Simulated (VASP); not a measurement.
VASP runs on SnSe₂ (1T layered) share one base input (PBE GGA, plane waves, VASP's PBE PAW potentials (set 64)) and change the settings named in each case.

### INCAR
```
ENCUT = 400   ! plane-wave cut-off (eV)
LWAVE = .False.
NELM = 100
LMAXMIX = 4
ISIF = 2   ! forces and stress, cell fixed
EDIFF = 1E-6   ! SCF stop (eV)
PREC = Accurate
SYSTEM = SnSe2
LASPH = .True.   ! aspherical one-centre terms
ISMEAR = 0   ! Gaussian
LREAL = .False.
ALGO = Normal
SIGMA = 0.05   ! width (eV)
GGA = PE   ! PBE
LCHARG = .False.
```

POSCAR:
```
SnSe2
1
    1.9431000000    -3.3655480000     0.0000000000
    1.9431000000     3.3655480000     0.0000000000
    0.0000000000     0.0000000000     6.2628000000
Sn Se
1 2
Direct
  0.0000000000   0.0000000000   0.0000000000
  0.3333330000   0.6666670000   0.2500000000
  0.6666670000   0.3333330000   0.7500000000
```

File KPOINTS:
```
Regular mesh
0
gamma
  6 6 3
```

POTCAR, in this order: Sn_d Se (PBE.64 set). Program: vasp_std.

| change | E(σ→0) (eV/atom) | largest force (eV/Å) |
|---|---|---|
| base run | -3.9449 | 0.160 |
| ENCUT = 520, POTCAR Sn_d Se_GW (PBE.64 set) | -3.9468 | 0.157 |
| ENCUT = 520, POTCAR Sn Se (PBE.64 set) | -3.9540 | (withheld) |
| ENCUT = 520 | -3.9449 | 0.160 |
| ENCUT = 800 | -3.9450 | 0.160 |

Q: Complete the blanks.

A: 
- ENCUT = 520, POTCAR Sn Se (PBE.64 set), largest force (eV/Å): 0.138

Energies of different potentials or functionals have different zeros. Unless said otherwise, spin-orbit coupling is left out, though it shifts the bands of the heavy elements here.

Left out are runs that ran out of time, are held back, or changed the cell or the kind of run, fixed moments of cells without a moment, rows past the twelfth, gaps on odd meshes, pressures of charged cells and columns that move by less than the noise.

The compound is SnSe2 in the 1T layered structure. The cell was not relaxed at this level, forces remain on its atoms.
